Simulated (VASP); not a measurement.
KBr (rock salt): the bulk modulus from VASP (plane waves, PAW) at several levels of theory. Static lattice, third-order Birch-Murnaghan fit over five volumes.

```
level                  bulk modulus (GPa)
---------------------  ------------------
LDA                                  20.2
PBE                                  13.4
PBEsol                               15.4
PBE-D3 (zero damping)                13.6
optB86b-vdW                          16.3
vdW-DF2                              16.0
vdW-DF-cx                            14.1
MS2                                  15.6
SCAN                                 16.8
r2SCAN                               16.0
```

The cell of the LDA run:

```
KBr
1.0
    0.00000     3.19161     3.19161
    3.19161     0.00000     3.19161
    3.19161     3.19161     0.00000
K Br
1 1
Direct
  0.00000   0.00000   0.00000
  0.50000   0.50000   0.50000
```

Only levels that ran to the end are used. Left out are those held back, those with too coarse a band path, GW runs whose mesh misses a band edge, hybrids' fits of cells that aren't cubic and levels without matching references; a question may draw on a part of the rest.

The compound is KBr in the rock salt structure.
